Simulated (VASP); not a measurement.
All values below come from PBEsol GGA, VASP's PBE PAW potentials (set 64) (plane waves; VASP).

The input files of a VASP run:

**INCAR**
```
LREAL  =  .False.   # projection in real space or not
EDIFF  =  1E-7
LWAVE  =  .False.
ISIF  =  2
LASPH  =  .True.
NELM  =  100
SYSTEM  =  Sn2Si6
LCHARG  =  .True.
NEDOS  =  601   # DOS grid
PREC  =  Accurate
GGA  =  PS
ALGO  =  Normal   # blocked Davidson
ENCUT  =  400   # plane-wave cut-off (eV)
LMAXMIX  =  4   # l cut-off of mixed one-centre charges
LEFG  =  .True.
ISMEAR  =  -5   # tetrahedra, Bloechl
LORBIT  =  11   # lm-projected
```

### POSCAR
```
Sn2Si6
1
    5.7019674411    -0.0135404392    -0.0135404392
   -0.0135404392     5.7019674411    -0.0135404392
   -0.0135404392    -0.0135404392     5.7019674411
Sn Si
2 6
Direct
  0.9880832822   0.9880832822   0.9880832822
  0.2619167178   0.2619167178   0.2619167178
  0.5109728020   0.5109728020   0.9876703378
  0.7390271980   0.7390271980   0.2623296622
  0.5109728020   0.9876703378   0.5109728020
  0.7390271980   0.2623296622   0.7390271980
  0.9876703378   0.5109728020   0.5109728020
  0.2623296622   0.7390271980   0.7390271980
```

### KPOINTS
```
K-points
0
G
5 5 5
0 0 0
```

POTCAR, in this order: Sn_d Si (PBE.64 set). Program: vasp_std.

The resulting files:

**OUTCAR**
```
 ion  position               nearest neighbor table
   1  0.988  0.988  0.988-   4 2.55   6 2.55   8 2.55   2 2.69
   2  0.262  0.262  0.262-   3 2.55   5 2.55   7 2.55   1 2.69
   3  0.511  0.511  0.988-   6 2.39   8 2.39   4 2.40   2 2.55
   4  0.739  0.739  0.262-   5 2.39   7 2.39   3 2.40   1 2.55
   5  0.511  0.988  0.511-   4 2.39   8 2.39   6 2.40   2 2.55
   6  0.739  0.262  0.739-   3 2.39   7 2.39   5 2.40   1 2.55
   7  0.988  0.511  0.511-   4 2.39   6 2.39   8 2.40   2 2.55
   8  0.262  0.739  0.739-   3 2.39   5 2.39   7 2.40   1 2.55
  LATTYP: Found a trigonal (rhomboedric) cell.
 ALAT       =     5.7019995954
 COS(alpha) =    -0.0047436993
 Subroutine PRICEL returns:
 Original cell was already a primitive cell.
 Subroutine GETGRP returns: Found 12 space group operations
The static configuration has the point symmetry C_3v.
 The point group associated with its full space group is D_3d.
The dynamic configuration has the point symmetry C_3v.
 Subroutine INISYM returns: Found 12 space group operations
 Subroutine IBZKPT returns following result:
 Found     19 irreducible k-points:

 Following reciprocal coordinates:
            Coordinates               Weight
  0.000000  0.000000  0.000000      1.000000
...
```

**OSZICAR**
```
       N       E                     dE             d eps       ncg     rms          rms(c)
DAV:   1     0.351478686497E+03    0.35148E+03   -0.19851E+04  1178   0.151E+03
DAV:   2     0.525865637771E+01   -0.34622E+03   -0.33847E+03  1199   0.388E+02
DAV:   3    -0.406336490486E+02   -0.45892E+02   -0.45146E+02  1406   0.139E+02
DAV:   4    -0.426586315645E+02   -0.20250E+01   -0.20137E+01  1424   0.315E+01
DAV:   5    -0.427297403414E+02   -0.71109E-01   -0.71072E-01  1773   0.595E+00    0.885E+00
DAV:   6    -0.421924046004E+02    0.53734E+00   -0.41885E-01  1504   0.438E+00    0.523E+00
DAV:   7    -0.419655869364E+02    0.22682E+00   -0.55378E-01  1484   0.379E+00    0.437E-01
DAV:   8    -0.419658531073E+02   -0.26617E-03   -0.51285E-02  1518   0.187E+00    0.213E-01
DAV:   9    -0.419667331206E+02   -0.88001E-03   -0.41585E-03  1381   0.332E-01    0.113E-01
DAV:  10    -0.419667847071E+02   -0.51587E-04   -0.29043E-04  1686   0.117E-01    0.694E-02
DAV:  11    -0.419668462287E+02   -0.61522E-04   -0.10692E-04  1374   0.791E-02    0.201E-02
DAV:  12    -0.419668431587E+02    0.30700E-05   -0.12155E-05  1484   0.300E-02    0.345E-03
DAV:  13    -0.419668437961E+02   -0.63741E-06   -0.28953E-06  1405   0.108E-02    0.316E-03
DAV:  14    -0.419668435815E+02    0.21459E-06   -0.43695E-07  1277   0.537E-03    0.113E-03
DAV:  15    -0.419668436478E+02   -0.66294E-07   -0.53627E-08   911   0.141E-03
   1 F= -.41966844E+02 E0= -.41966844E+02  d E =0.000000E+00
```

### OUTCAR
```
------------------------ aborting loop because EDIFF is reached ----------------------------------------
  FORCE on cell =-STRESS in cart. coord.  units (eV):
  Direction    XX          YY          ZZ          XY          YZ          ZX
  --------------------------------------------------------------------------------------
  Total        0.0264642      0.0264642      0.0264642     -0.0086035     -0.0086035     -0.0086035
  in kB        0.2287192      0.2287192      0.2287192     -0.0743562     -0.0743562     -0.0743562
  external PRESSURE =       0.2287192 kB  Pullay stress =       0.0000000 kB
  volume of cell :      185.38
      direct lattice vectors                 reciprocal lattice vectors
     5.701967441 -0.013540439 -0.013540439     0.175380045  0.000417466  0.000417466
    -0.013540439  5.701967441 -0.013540439     0.000417466  0.175380045  0.000417466
    -0.013540439 -0.013540439  5.701967441     0.000417466  0.000417466  0.175380045
 POSITION                                       TOTAL-FORCE (eV/Angst)
 -----------------------------------------------------------------------------------
      5.60726      5.60726      5.60726         0.012699      0.012699      0.012699
      1.48635      1.48635      1.48635        -0.012699     -0.012699     -0.012699
      2.89326      2.89326      5.61783        -0.002765     -0.002765      0.013500
      4.20035      4.20035      1.47578         0.002765      0.002765     -0.013500
      2.89326      5.61783      2.89326        -0.002765      0.013500     -0.002765
      4.20035      1.47578      4.20035         0.002765     -0.013500      0.002765
      5.61783      2.89326      2.89326         0.013500     -0.002765     -0.002765
      1.47578      4.20035      4.20035        -0.013500      0.002765      0.002765
 -----------------------------------------------------------------------------------
    total drift:                               -0.000000     -0.000000     -0.000000
  FREE ENERGIE OF THE ION-ELECTRON SYSTEM (eV)
  ---------------------------------------------------
  free  energy   TOTEN  =       -41.9668436478 eV

  energy  without entropy=      -41.9668436478  energy(sigma->0) =      -41.96684365

 total charge

# of ion       s       p       d       tot
------------------------------------------
    1        1.130   1.392   9.997  12.519
    2        1.130   1.392   9.997  12.519
    3        0.757   0.892   0.000   1.649
    4        0.757   0.892   0.000   1.649
    5        0.757   0.892   0.000   1.649
    6        0.757   0.892   0.000   1.649
    7        0.757   0.892   0.000   1.649
    8        0.757   0.892   0.000   1.649
--------------------------------------------------
tot          6.805   8.135  19.994  34.934

 Electric field gradients after diagonalization (V/A^2)
 (convention: |V_zz| > |V_xx| > |V_yy|)
----------------------------------------------------------------------
 ion       V_xx      V_yy      V_zz     asymmetry (V_yy - V_xx)/ V_zz
----------------------------------------------------------------------
   1       5.666     5.666   -11.332       0.000
   2       5.666     5.666   -11.332       0.000
   3       0.956     0.441    -1.397       0.368
   4       0.956     0.441    -1.397       0.368
   5       0.956     0.441    -1.397       0.368
   6       0.956     0.441    -1.397       0.368
   7       0.956     0.441    -1.397       0.368
   8       0.956     0.441    -1.397       0.368
```
(Selected blocks of OUTCAR.)

The structure was generated: Sn2Si6 was put into an ordered model structure (R-3m), which need not be its known phase. It was relaxed first.
